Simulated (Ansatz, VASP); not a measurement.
# Cross-check of HfC between VASP and Ansatz, part 2 of 2

Wanted: the spread between two codes on one cell, functional and k mesh. The cell is taken from a series of runs on this material, whose earlier steps may have relaxed, scaled, displaced or heated it; both programs get it as it stands.

VASP 6.6.1 and Ansatz 0.2.0.

So far: Starting point; Ansatz: elastic constants, PBEsol.

### 3. VASP: elastic constants, PBEsol

Level of this step: PBEsol; plane waves and PAW (Hf_pv, C) (VASP).

The same cell, functional, mesh and smearing now go to VASP, with its own data sets.

Lines of VASP's logs that name or quote its potential files are left out, and so is its time.

File INCAR:

```
SYSTEM = HfC
PREC = Accurate
ENCUT = 600
EDIFF = 1E-08
NELM = 120
ISMEAR = -1
SIGMA = 1
LREAL = .FALSE.
ALGO = Normal
GGA = PS
NBANDS = 13
LASPH = .TRUE.
LORBIT = 11
LWAVE = .FALSE.
LCHARG = .FALSE.
ISIF = 3
IBRION = 6
NFREE = 2
POTIM = 0.015
NSW = 1
GGA_COMPAT = .FALSE.
KPAR = 2
```

File POSCAR:

```
HfC
1.0
    0.0000000000      2.3250000000      2.3250000000
    2.3250000000      0.0000000000      2.3250000000
    2.3250000000      2.3250000000      0.0000000000
Hf C
1 1
Direct
    0.5000000000      0.5000000000      0.5000000000
    0.0000000000      0.0000000000      0.0000000000
```

File KPOINTS:

```
Automatic mesh
0
Gamma
20 20 20
0 0 0
```

PAW data sets: Hf_pv and C (PBE family, release 64).

Command:

```bash
$ mpirun -np 2 vasp_std
```

Numbers of over 12 decimals in the logs are rounded to 6 here.

The log of the run:

```text
[banner, memory and clock lines left out]
running    2 mpi-ranks, on    1 nodes
 distrk:  each k-point on    1 cores,    2 groups
 distr:  one band on    1 cores,    1 groups

 POSCAR found type information on POSCAR HfC
 POSCAR found :  2 types and       2 ions
|                                                                             |
|               ----> ADVICE to this user running VASP <----                  |
|                                                                             |
|     You enforced a specific xc type in the INCAR file but a different       |
|     [... a line on the potential file left out ...]
|     I HOPE YOU KNOW WHAT YOU ARE DOING!                                     |
|                                                                             |

 LDA part: xc-table for (Slater+PW92), standard interpolation
 POSCAR, INCAR and KPOINTS ok, starting setup
 FFT: planning ... GRIDC
 FFT: planning ... GRID_SOFT
 FFT: planning ... GRID
 WAVECAR not read
 entering main loop
       N       E                     dE             d eps       ncg     rms          rms(c)
DAV:   1     0.228611248804E+02    0.22861E+02   -0.85717E+03  6664   0.119E+03
DAV:   2    -0.239318821538E+02   -0.46793E+02   -0.43715E+02  8452   0.216E+02
DAV:   3    -0.256583210008E+02   -0.17264E+01   -0.17120E+01  8324   0.296E+01
DAV:   4    -0.256689414978E+02   -0.10620E-01   -0.10615E-01  7425   0.273E+00
DAV:   5    -0.256690182985E+02   -0.76801E-04   -0.76795E-04  8292   0.212E-01    0.560E+01
DAV:   6    -0.231770803042E+02    0.24919E+01   -0.90671E+00  7631   0.171E+01    0.399E+01
DAV:   7    -0.231368027371E+02    0.40278E-01   -0.43249E-01  7656   0.485E+00    0.216E+01
DAV:   8    -0.231272330634E+02    0.95697E-02   -0.46947E-02  8106   0.166E+00    0.392E+00
DAV:   9    -0.231235422038E+02    0.36909E-02   -0.16254E-02  7886   0.711E-01    0.157E+00
DAV:  10    -0.231232192926E+02    0.32291E-03   -0.14303E-03  8019   0.287E-01    0.175E-01
DAV:  11    -0.231232096656E+02    0.96270E-05   -0.72316E-05  7596   0.779E-02    0.132E-02
DAV:  12    -0.231232088451E+02    0.82050E-06   -0.47751E-06  8340   0.176E-02    0.980E-03
DAV:  13    -0.231232087157E+02    0.12936E-06   -0.21612E-07  8001   0.370E-03    0.282E-03
DAV:  14    -0.231232086980E+02    0.17740E-07   -0.21171E-08  7080   0.114E-03    0.210E-03
DAV:  15    -0.231232087177E+02   -0.19749E-07   -0.57460E-09  3703   0.646E-04    0.124E-04
DAV:  16    -0.231232087193E+02   -0.15816E-08   -0.79988E-10  3458   0.262E-04
   1 F= -.23123209E+02 E0= -.21941561E+02  d E =-.236330E+01
[... from here on, the cycles between the ionic steps are left out ...]
   2 F= -.23113981E+02 E0= -.21912157E+02  d E =-.240365E+01
   9 F= -.23120908E+02 E0= -.21938614E+02  d E =-.236459E+01
  10 F= -.23120908E+02 E0= -.21938614E+02  d E =-.236459E+01
  11 F= -.23120908E+02 E0= -.21938613E+02  d E =-.236459E+01
  12 F= -.23120908E+02 E0= -.21938614E+02  d E =-.236459E+01
  13 F= -.23120908E+02 E0= -.21938614E+02  d E =-.236459E+01
  14 F= -.23122267E+02 E0= -.21940621E+02  d E =-.236329E+01
  15 F= -.23122267E+02 E0= -.21940621E+02  d E =-.236329E+01
  16 F= -.23122267E+02 E0= -.21940622E+02  d E =-.236329E+01
 Finite differences progress:
  Degree of freedom:   8/  8
  Displacement:        1/  2
  Total:              15/ 16
 bond charge predicted
       N       E                     dE             d eps       ncg     rms          rms(c)
DAV:   1    -0.231234950273E+02   -0.12278E-02   -0.14330E+00 16881   0.734E+00    0.693E-01
DAV:   2    -0.231226632813E+02    0.83175E-03   -0.78334E-03 20994   0.625E-01    0.348E-01
DAV:   3    -0.231222546000E+02    0.40868E-03   -0.10104E-03 18224   0.227E-01    0.880E-02
DAV:   4    -0.231222680241E+02   -0.13424E-04   -0.15796E-04 21271   0.771E-02    0.374E-02
DAV:   5    -0.231222674144E+02    0.60970E-06   -0.20300E-06 18936   0.141E-02    0.559E-03
DAV:   6    -0.231222672240E+02    0.19044E-06   -0.28429E-07 20664   0.441E-03    0.192E-03
DAV:   7    -0.231222672129E+02    0.11104E-07   -0.71016E-08 18981   0.202E-03    0.492E-04
DAV:   8    -0.231222672125E+02    0.36880E-09   -0.32228E-09  9818   0.418E-04
  17 F= -.23122267E+02 E0= -.21940621E+02  d E =-.236329E+01
 Finite differences progress:
  Degree of freedom:   8/  8
  Displacement:        2/  2
  Total:              16/ 16
```

OUTCAR, selected parts (step 3):

```text
ion  position               nearest neighbor table
   1  0.500  0.500  0.500-   2 2.33   2 2.33   2 2.33   2 2.33   2 2.33   2 2.33
   2  0.000  0.000  0.000-   1 2.33   1 2.33   1 2.33   1 2.33   1 2.33   1 2.33

  LATTYP: Found a face centered cubic cell.
 ALAT       =     4.6500000000

 Subroutine GETGRP returns: Found 48 space group operations
 (whereof 48 operations were pure point group operations)

The static configuration has the point symmetry O_h .

 Found    256 irreducible k-points:

   k-points           NKPTS =    256   k-points in BZ     NKDIM =    256   number of bands    NBANDS=     13

   dimension x,y,z NGX =    28 NGY =   28 NGZ =   28
   dimension x,y,z NGXF=    56 NGYF=   56 NGZF=   56

   ENCUT  =  600.0 eV  44.10 Ry    6.64 a.u.   6.57  6.57  6.57*2*pi/ulx,y,z

   NELECT =      14.0000    total number of electrons

 k-points in reciprocal lattice and weights: Automatic mesh
   0.00000000  0.00000000  0.00000000       0.000
   0.05000000  0.00000000  0.00000000       0.001
   0.10000000  0.00000000  0.00000000       0.001
   0.15000000  0.00000000  0.00000000       0.001
   0.20000000  0.00000000  0.00000000       0.001
   0.25000000  0.00000000  0.00000000       0.001
   0.30000000  0.00000000  0.00000000       0.001
   0.35000000  0.00000000  0.00000000       0.001
   0.40000000  0.00000000  0.00000000       0.001
[...]
-0.30000000  0.50000000  0.20000000       0.002
  -0.25000000  0.50000000  0.25000000       0.001

 average (electrostatic) potential at core
       1 -35.1208       2 -48.0728

 E-fermi :   6.1547

 k-point     1 :       0.0000    0.0000    0.0000
  band No.  band energies     occupation
    ...
      6       6.6994      0.73417
      7       6.7109      0.72882
      8       7.1995      0.52044
      9       7.2175      0.51354
     10       7.2175      0.51354
     11       9.2216      0.08898
     12       9.2290      0.08835
     13      12.5729      0.00326

 k-point     2 :       0.0500    0.0000    0.0000
  band No.  band energies     occupation
    ...
      3     -23.5662      2.00000
      4      -6.4893      1.99999
      5       6.1789      0.98789
      6       6.3636      0.89593
      7       6.3792      0.88819
      8       7.3514      0.46412
      9       7.3628      0.46006
     10       7.5667      0.39184
     11       9.5436      0.06529
     12       9.5500      0.06488
    ...

 k-point     3 :       0.1000    0.0000    0.0000
  band No.  band energies     occupation
    ...
      3     -23.5712      2.00000
      4      -6.3014      1.99999
      5       5.3733      1.37195
      6       5.7550      1.19722
      7       5.7627      1.19351
      8       7.6008      0.38120
      9       7.6058      0.37967
     10       7.9374      0.28794
     11      10.2996      0.03119
     12      10.3045      0.03105
    ...

  Total       -0.0655695     -0.0763787     -0.0763787     -0.0000000      0.0000000      0.0000000
  in kB       -4.1793967     -4.8683720     -4.8683720     -0.0000000      0.0000000      0.0000000
  external PRESSURE =      -4.6387136 kB  Pullay stress =       0.0000000 kB

  energy-cutoff  :      600.00
  volume of cell :       25.14
      direct lattice vectors                 reciprocal lattice vectors
     0.000000000  2.325000000  2.325000000    -0.215053763  0.215053763  0.215053763
     2.325000000  0.000000000  2.325000000     0.215053763 -0.215053763  0.215053763
     2.325000000  2.325000000  0.000000000     0.215053763  0.215053763 -0.215053763

 POSITION                                       TOTAL-FORCE (eV/Angst)
 -----------------------------------------------------------------------------------
      2.32500      2.32500      2.32500        -0.125624      0.000000      0.000000
     -0.01500      0.00000      0.00000         0.125624      0.000000      0.000000
 -----------------------------------------------------------------------------------
    total drift:                               -0.000025      0.000000      0.000000

  FREE ENERGIE OF THE ION-ELECTRON SYSTEM (eV)
  ---------------------------------------------------
  free  energy   TOTEN  =       -23.1222672125 eV

  energy  without entropy=      -20.7589753441  energy(sigma->0) =      -21.94062128

  SYMMETRIZED ELASTIC MODULI (kBar)
 Direction    XX          YY          ZZ          XY          YZ          ZX
 --------------------------------------------------------------------------------
 XX        4861.3035    848.6612    848.6612     -0.0000      0.0000     -0.0000
 YY         848.6612   4861.3035    848.6612      0.0000     -0.0000     -0.0000
 ZZ         848.6612    848.6612   4861.3035      0.0000     -0.0000      0.0000
 XY          -0.0000      0.0000      0.0000   1305.3736      0.0000     -0.0000
 YZ           0.0000     -0.0000     -0.0000      0.0000   1305.3736      0.0000
 ZX          -0.0000     -0.0000      0.0000     -0.0000      0.0000   1305.3736
 --------------------------------------------------------------------------------

 Eigenvectors and eigenvalues of the dynamical matrix
 ----------------------------------------------------

   1 f  =   13.488632 THz    84.751576 2PiTHz  449.932344 cm-1    55.784476 meV
             X         Y         Z           dx          dy          dz
      2.325000  2.325000  2.325000     0.000000    0.251066    0.000000
      0.000000  0.000000  0.000000     0.000000   -0.967970    0.000000

   2 f  =   13.488632 THz    84.751576 2PiTHz  449.932344 cm-1    55.784476 meV
             X         Y         Z           dx          dy          dz
      2.325000  2.325000  2.325000    -0.251066    0.000000    0.000000
      0.000000  0.000000  0.000000     0.967970    0.000000    0.000000

   3 f  =   13.488632 THz    84.751576 2PiTHz  449.932344 cm-1    55.784476 meV
             X         Y         Z           dx          dy          dz
      2.325000  2.325000  2.325000     0.000000    0.000000   -0.251066
      0.000000  0.000000  0.000000     0.000000    0.000000    0.967970

   4 f/i=    0.000427 THz     0.002686 2PiTHz    0.014258 cm-1     0.001768 meV
             X         Y         Z           dx          dy          dz
      2.325000  2.325000  2.325000     0.000000   -0.967970    0.000000
      0.000000  0.000000  0.000000     0.000000   -0.251066    0.000000

   5 f/i=    0.000427 THz     0.002686 2PiTHz    0.014258 cm-1     0.001768 meV
             X         Y         Z           dx          dy          dz
      2.325000  2.325000  2.325000     0.967970    0.000000    0.000000
      0.000000  0.000000  0.000000     0.251066    0.000000    0.000000

   6 f/i=    0.000427 THz     0.002686 2PiTHz    0.014258 cm-1     0.001768 meV
             X         Y         Z           dx          dy          dz
      2.325000  2.325000  2.325000     0.000000    0.000000    0.967970
      0.000000  0.000000  0.000000     0.000000    0.000000    0.251066

 ELASTIC MODULI CONTR FROM IONIC RELAXATION (kBar)
 Direction    XX          YY          ZZ          XY          YZ          ZX
 --------------------------------------------------------------------------------
 XX           0.0000      0.0000      0.0000      0.0000      0.0000      0.0000
 YY           0.0000      0.0000      0.0000      0.0000      0.0000      0.0000
 ZZ           0.0000      0.0000      0.0000      0.0000      0.0000      0.0000
 XY           0.0000      0.0000      0.0000      0.0000      0.0000      0.0000
 YZ           0.0000      0.0000      0.0000      0.0000      0.0000      0.0000
 ZX           0.0000      0.0000      0.0000      0.0000      0.0000      0.0000
 --------------------------------------------------------------------------------

 TOTAL ELASTIC MODULI (kBar)
 Direction    XX          YY          ZZ          XY          YZ          ZX
 --------------------------------------------------------------------------------
 XX        4861.3035    848.6612    848.6612     -0.0000      0.0000     -0.0000
 YY         848.6612   4861.3035    848.6612      0.0000     -0.0000     -0.0000
 ZZ         848.6612    848.6612   4861.3035      0.0000     -0.0000      0.0000
 XY          -0.0000      0.0000      0.0000   1305.3736      0.0000     -0.0000
 YZ           0.0000     -0.0000     -0.0000      0.0000   1305.3736      0.0000
 ZX          -0.0000     -0.0000      0.0000     -0.0000      0.0000   1305.3736
 --------------------------------------------------------------------------------

 total charge
# of ion       s       p       d       tot
------------------------------------------
    1        0.311   6.598   1.716   8.625
    2        0.873   1.485   0.000   2.358
--------------------------------------------------
tot          1.184   8.083   1.716  10.983

[... 3 further parts left out ...]
```

The last energy, forces, stress and levels in OUTCAR belong to the last displaced cell, not to the cell of POSCAR.

Levels, forces or a CONTCAR printed for this step are those of its last displaced cell, not of the structure at rest.

### 4. Comparison

Known differences besides the potentials themselves: the data sets hold 30 valence electrons in Ansatz (on its default PAW (the set named soft_2) files) and 14 in VASP; the cutoff is 420 eV in Ansatz and 600 eV in VASP; Ansatz makes its cores anew for this functional, VASP keeps those of its PBE data sets; VASP takes each elastic constant from one size of strain, Ansatz from those that its log lists. Total energies have different zeros and are not compared.

Compared:

```csv
quantity,Ansatz,VASP,difference
C11 (GPa),478.8,486.1,-1.51 %
C22 (GPa),478.8,486.1,-1.51 %
C33 (GPa),478.8,486.1,-1.51 %
C12 (GPa),83.1,84.9,-2.12 %
C13 (GPa),83.1,84.9,-2.12 %
C23 (GPa),83.1,84.9,-2.12 %
C44 (GPa),130.7,130.5,+0.11 %
C55 (GPa),130.7,130.5,+0.11 %
C66 (GPa),130.7,130.5,+0.11 %
```

### 5. Summary of results

```yaml
difference_in_c12_elastic_constants_pbesol: -2.1 %
```

In words: The difference in C12 is -2.1 % (elastic constants, PBEsol), within the 5 % picked in this series as the mark of a large difference. The data sets hold unlike numbers of valence electrons (30 in Ansatz and 14 in VASP), so part of the differences comes from the potentials. How closely two codes agree says nothing of how well the functional describes the real material.

[Lines on the potential files, build, host, timing and source positions are cut from VASP's logs without a mark.]

[Logs are printed without paths, hosts, clocks, repeated set-up lines and the standing remarks that a program may print on its own settings, such as how far it seeks lower states.]

[Hosts, paths, dates, database ids (printed as entryN), source tags and the programs' standing remarks are cut or masked in the printed files.]
